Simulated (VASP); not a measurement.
Calculation: r2SCAN meta-GGA, VASP's PBE PAW potentials (set 64) (plane waves; VASP).

VASP ran on this input.

INCAR:
```
SYSTEM = WC
PREC = Accurate; ENCUT = 520; LREAL = F
LASPH = T
EDIFF = 1E-6; NELM = 100; ALGO = Normal
LMAXMIX = 6; LMIXTAU = T
ISMEAR = 0; SIGMA = 0.05
METAGGA = R2SCAN
IBRION = 2; NSW = 60; ISIF = 3
EDIFFG = -0.01
LWAVE = F; LCHARG = F
```

File KPOINTS:
```
Automatic mesh
0
Gamma
9 9 9
0 0 0
```

POSCAR:
```
WC
1
    0.0000000000     2.2919970000     2.2919970000
    2.2919970000     0.0000000000     2.2919970000
    2.2919970000     2.2919970000     0.0000000000
C W
1 1
Direct
  0.0000000000   0.0000000000   0.0000000000
  0.5000000000   0.5000000000   0.5000000000
```

POTCAR, in this order: C W_sv (PBE.64 set). Program: vasp_std.

The run wrote:

**OSZICAR**
```
       N       E                     dE             d eps       ncg     rms          rms(c)
DAV:   1     0.923868257643E+02    0.92387E+02   -0.11733E+04   910   0.159E+03
DAV:   2    -0.630235242996E+02   -0.15541E+03   -0.15158E+03  1060   0.399E+02
DAV:   3    -0.677186487746E+02   -0.46951E+01   -0.45776E+01  1120   0.644E+01
DAV:   4    -0.677752674063E+02   -0.56619E-01   -0.56604E-01  1005   0.753E+00
DAV:   5    -0.677758585091E+02   -0.59110E-03   -0.59108E-03  1104   0.783E-01    0.252E+01
DAV:   6    -0.596696407555E+02    0.81062E+01   -0.13899E+01  1030   0.391E+01    0.380E+00
DAV:   7    -0.600969038030E+02   -0.42726E+00   -0.79052E-01   955   0.861E+00    0.390E+00
DAV:   8    -0.600305308934E+02    0.66373E-01   -0.25841E-01  1005   0.496E+00    0.103E+00
DAV:   9    -0.601482831688E+02   -0.11775E+00   -0.12567E-01  1025   0.313E+00    0.559E-01
DAV:  10    -0.601536573504E+02   -0.53742E-02   -0.48559E-03  1000   0.572E-01    0.343E-01
DAV:  11    -0.601546397724E+02   -0.98242E-03   -0.46735E-03  1035   0.502E-01    0.163E-01
DAV:  12    -0.601545222699E+02    0.11750E-03   -0.96544E-04  1030   0.303E-01    0.814E-02
DAV:  13    -0.601544972905E+02    0.24979E-04   -0.40841E-04  1030   0.165E-01    0.248E-02
DAV:  14    -0.601545590316E+02   -0.61741E-04   -0.15938E-04  1010   0.126E-01    0.203E-02
DAV:  15    -0.601545637997E+02   -0.47681E-05   -0.23860E-05   975   0.467E-02    0.810E-03
DAV:  16    -0.601545667163E+02   -0.29166E-05   -0.67263E-07   520   0.705E-03    0.484E-03
DAV:  17    -0.601545695597E+02   -0.28434E-05   -0.17832E-06   806   0.165E-02    0.138E-03
DAV:  18    -0.601545695590E+02    0.73987E-09   -0.23366E-07   455   0.470E-03
   1 F= -.60154570E+02 E0= -.60152420E+02  d E =-.601546E+02
       N       E                     dE             d eps       ncg     rms          rms(c)
DAV:   1    -0.844236097909E+02   -0.24269E+02   -0.60960E+02   930   0.320E+02    0.981E+01
DAV:   2    -0.613920237522E+02    0.23032E+02   -0.41478E+01  1005   0.112E+02    0.246E+01
DAV:   3    -0.577533440282E+02    0.36387E+01   -0.98242E+00  1045   0.490E+01    0.148E+01
DAV:   4    -0.549469258232E+02    0.28064E+01   -0.60276E+00  1065   0.201E+01    0.518E+00
DAV:   5    -0.568998794591E+02   -0.19530E+01   -0.41839E-01   970   0.693E+00    0.309E+00
DAV:   6    -0.570121715111E+02   -0.11229E+00   -0.91264E-01  1000   0.103E+01    0.306E+00
DAV:   7    -0.573097086205E+02   -0.29754E+00   -0.99338E-02  1015   0.444E+00    0.155E-01
DAV:   8    -0.573092764436E+02    0.43218E-03   -0.37379E-03   965   0.822E-01    0.221E-01
DAV:   9    -0.573122285310E+02   -0.29521E-02   -0.31493E-03   940   0.726E-01    0.113E-01
DAV:  10    -0.573126825570E+02   -0.45403E-03   -0.60136E-04   990   0.238E-01    0.934E-02
DAV:  11    -0.573127399311E+02   -0.57374E-04   -0.12429E-04  1040   0.118E-01    0.436E-02
DAV:  12    -0.573127431218E+02   -0.31907E-05   -0.64240E-06   960   0.336E-02    0.241E-02
DAV:  13    -0.573127445987E+02   -0.14770E-05   -0.12222E-05   990   0.411E-02    0.242E-03
DAV:  14    -0.573127445826E+02    0.16114E-07   -0.53365E-07   455   0.982E-03
   2 F= -.57312745E+02 E0= -.57311578E+02  d E =0.284182E+01
       N       E                     dE             d eps       ncg     rms          rms(c)
DAV:   1    -0.772455666153E+02   -0.19933E+02   -0.43433E+02   960   0.361E+02    0.392E+01
DAV:   2    -0.634760386899E+02    0.13770E+02   -0.77587E+01  1010   0.843E+01    0.215E+01
DAV:   3    -0.606922580327E+02    0.27838E+01   -0.83445E+00   970   0.223E+01    0.118E+01
DAV:   4    -0.604715868718E+02    0.22067E+00   -0.10616E+00  1105   0.103E+01    0.196E+00
DAV:   5    -0.605268621507E+02   -0.55275E-01   -0.12875E-01   950   0.458E+00    0.103E+00
DAV:   6    -0.605920348841E+02   -0.65173E-01   -0.37427E-02   925   0.224E+00    0.521E-01
DAV:   7    -0.606016559680E+02   -0.96211E-02   -0.22181E-02   970   0.166E+00    0.475E-01
DAV:   8    -0.605938436877E+02    0.78123E-02   -0.86518E-03   930   0.111E+00    0.102E-01
DAV:   9    -0.605936721755E+02    0.17151E-03   -0.84708E-04   945   0.355E-01    0.363E-02
DAV:  10    -0.605934880999E+02    0.18408E-03   -0.15016E-04  1075   0.114E-01    0.231E-02
DAV:  11    -0.605934994966E+02   -0.11397E-04   -0.19918E-05   955   0.504E-02    0.973E-03
DAV:  12    -0.605935136887E+02   -0.14192E-04   -0.78265E-06   945   0.324E-02    0.334E-03
DAV:  13    -0.605935136656E+02    0.23080E-07   -0.19876E-07   455   0.546E-03
   3 F= -.60593514E+02 E0= -.60591283E+02  d E =-.438944E+00
       N       E                     dE             d eps       ncg     rms          rms(c)
DAV:   1    -0.606167541449E+02   -0.23240E-01   -0.40786E-01   965   0.934E+00    0.173E+00
DAV:   2    -0.606013770928E+02    0.15377E-01   -0.46065E-02   995   0.258E+00    0.345E-01
DAV:   3    -0.605996957334E+02    0.16814E-02   -0.36438E-03   960   0.533E-01    0.148E-01
DAV:   4    -0.605992619598E+02    0.43377E-03   -0.12377E-03  1090   0.413E-01    0.113E-01
DAV:   5    -0.605990130623E+02    0.24890E-03   -0.29147E-04   960   0.210E-01    0.598E-02
DAV:   6    -0.605993612713E+02   -0.34821E-03   -0.11220E-04   910   0.125E-01    0.140E-02
DAV:   7    -0.605993565657E+02    0.47056E-05   -0.75125E-06  1060   0.303E-02    0.270E-03
DAV:   8    -0.605993561862E+02    0.37953E-06   -0.27000E-07   470   0.615E-03
   4 F= -.60599356E+02 E0= -.60597099E+02  d E =-.444787E+00
       N       E                     dE             d eps       ncg     rms          rms(c)
DAV:   1    -0.606049503856E+02   -0.55938E-02   -0.11272E-01   965   0.494E+00    0.914E-01
DAV:   2    -0.606006979050E+02    0.42525E-02   -0.12834E-02   995   0.136E+00    0.183E-01
DAV:   3    -0.606002329767E+02    0.46493E-03   -0.10264E-03   960   0.280E-01    0.789E-02
DAV:   4    -0.606001182751E+02    0.11470E-03   -0.33799E-04  1090   0.219E-01    0.598E-02
DAV:   5    -0.606000549871E+02    0.63288E-04   -0.81188E-05   965   0.109E-01    0.315E-02
DAV:   6    -0.606001474393E+02   -0.92452E-04   -0.29964E-05   910   0.641E-02    0.702E-03
DAV:   7    -0.606001462617E+02    0.11776E-05   -0.17314E-06   718   0.151E-02    0.124E-03
DAV:   8    -0.606001462172E+02    0.44469E-07   -0.86913E-08   455   0.359E-03
   5 F= -.60600146E+02 E0= -.60597874E+02  d E =-.445577E+00
```

### OUTCAR
```
------------------------ aborting loop because EDIFF is reached ----------------------------------------
  FORCE on cell =-STRESS in cart. coord.  units (eV):
  Direction    XX          YY          ZZ          XY          YZ          ZX
  --------------------------------------------------------------------------------------
  Total        0.0026548      0.0026548      0.0026548      0.0000000     -0.0000000      0.0000000
  in kB        0.2035428      0.2035428      0.2035428      0.0000000     -0.0000000      0.0000000
  external PRESSURE =       0.2035428 kB  Pullay stress =       0.0000000 kB
  volume of cell :       20.90
      direct lattice vectors                 reciprocal lattice vectors
    -0.000000000  2.186184157  2.186184157    -0.228709003  0.228709003  0.228709003
     2.186184157  0.000000000  2.186184157     0.228709003 -0.228709003  0.228709003
     2.186184157  2.186184157  0.000000000     0.228709003  0.228709003 -0.228709003
 POSITION                                       TOTAL-FORCE (eV/Angst)
 -----------------------------------------------------------------------------------
      0.00000      0.00000      0.00000         0.000000      0.000000      0.000000
      2.18618      2.18618      2.18618        -0.000000     -0.000000     -0.000000
 -----------------------------------------------------------------------------------
    total drift:                                0.000000     -0.000000      0.000000
  FREE ENERGIE OF THE ION-ELECTRON SYSTEM (eV)
  ---------------------------------------------------
  free  energy   TOTEN  =       -60.6001462172 eV

  energy  without entropy=      -60.5956019424  energy(sigma->0) =      -60.59787408

 reached required accuracy - stopping structural energy minimisation
```
(Selected blocks of OUTCAR.)

File CONTCAR:
```
WC
   1.00000000000000
    -0.0000000000000000    2.1861841572359091    2.1861841572359091
     2.1861841572359091    0.0000000000000000    2.1861841572359091
     2.1861841572359091    2.1861841572359091    0.0000000000000000
  C               W
     1     1
Direct
     0.0000000000000000    0.0000000000000000    0.0000000000000000
     0.5000000000000000    0.5000000000000000    0.5000000000000000
```

Energy and stress use the plane-wave basis of the starting cell.

The structure was generated: WC was put into the rocksalt type (Fm-3m), which need not be its known phase. This run relaxes it. Symmetry was kept, so distortions that lower it aren't found. VASP warned that the highest band is occupied, so more bands are needed.
